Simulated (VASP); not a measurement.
Input for VASP

File KPOINTS:
```
Automatic mesh
0
G
  6 6 6
```

**POSCAR**
```
KI
3.5544790
  0.0000000000   1.0000000000   1.0000000000
  1.0000000000   0.0000000000   1.0000000000
  1.0000000000   1.0000000000   0.0000000000
K I
1 1
Direct
  0.0000000000   0.0000000000   0.0000000000
  0.5000000000   0.5000000000   0.5000000000
```

INCAR:
```
SYSTEM = KI
PREC = Accurate
ENCUT = 300
EDIFF = 1E-6
NELM = 100
ALGO = Normal
LREAL = .FALSE.
LASPH = .TRUE.
ISMEAR = 0
SIGMA = 0.01
GGA = PE
HFSCREEN = 0.2
AEXX = 0.25
LHFCALC = .TRUE.
PRECFOCK = Fast
ISYM = 3
LMAXMIX = 4
LWAVE = .FALSE.
LCHARG = .FALSE.
ISIF = 2
```

POTCAR, in this order: K_sv I (PBE.64 set). Program: vasp_std.

### Question
Translate this HSE06 calculation to Ansatz.

### Answer
One equivalent input (not run):
Ansatz 0.2 input:
```yaml
crystal:
  lattice:
    - [0.0000000, 3.5544790, 3.5544790]
    - [3.5544790, 0.0000000, 3.5544790]
    - [3.5544790, 3.5544790, 0.0000000]
  atoms:
    - { symbol: K, position: [0.0000000, 0.0000000, 0.0000000] }
    - { symbol: I, position: [0.5000000, 0.5000000, 0.5000000] }
kpoints:
  mp_grid: { grid: [6, 6, 6] }
hamiltonian:
  xc: hse06
  pseudopotentials: { kind: paw }
scf:
  occupations: { method: gaussian, width: 0.01 }
  max_iter: 100
output: { forces: true, stress: true, eigenvalues: true }
```
Limits of the translation: each code has its own PAW files, so the cut-off isn't converted (ENCUT is set for VASP's; basis.ecutwfc is left out, and Ansatz then takes the one that its files recommend); Ansatz stops its SCF on the density residual and VASP on the energy change (EDIFF); Ansatz's hse06 screens at 0.11 per bohr (0.208 per Å), slightly more than HFSCREEN = 0.2.

The structure comes from a computed database's KI entry; how it stands against other phases isn't given here. The cell was not relaxed at this level. The run is one of a series of settings (KPOINTS 6×6×6 Γ-centred mesh against the base run), some of them coarse on purpose.
